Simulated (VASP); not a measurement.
The cell holds one Fe (bcc) (110) slab, with vacuum along c, ions free to move until forces fall under 0.03 eV/Å, no reconstruction beyond this cell, dipole correction on.

Consider the following.

```
Fe
1.0
    2.41234     0.00000     0.00000
   -0.80412     2.27438     0.00000
    0.00000     0.00000    24.40690
Fe
5
Direct
  0.50000   0.50000   0.33931
  0.00000   0.00000   0.41941
  0.50000   0.50000   0.50000
  0.00000   0.00000   0.58059
  0.50000   0.50000   0.66069
```
Starting moments (μB, in the order of the record's atoms Fe Fe Fe Fe Fe): 2.5 2.5 2.5 2.5 2.5.

All values below come from PBEsol GGA, VASP's PBE PAW potentials (set 64) (plane waves; VASP). Run with 400 eV cut-off, 12×12×1 Γ-centred mesh, first-order Methfessel-Paxton smearing of 0.10 eV, potentials Fe.

Slab and bulk use different k-meshes, so the surface energy is good to a few per cent at best.

Predict its surface energy, work function, band gap (on the k-mesh), cell moment.

* **surface energy**: 2.90 J/m²
* **work function**: 4.95 eV
* **band gap (on the k-mesh)**: none (metal, semimetal or under 0.01 eV)
* **cell moment**: 11.17 μB

Measured: work function 5.12 eV (computed value off by -0.17 eV), as given by Richard Tran et al., Surface Science (2019), arXiv:1902.07811.

The cell is a thin slab with vacuum, built from Fe (bcc): (110) face.
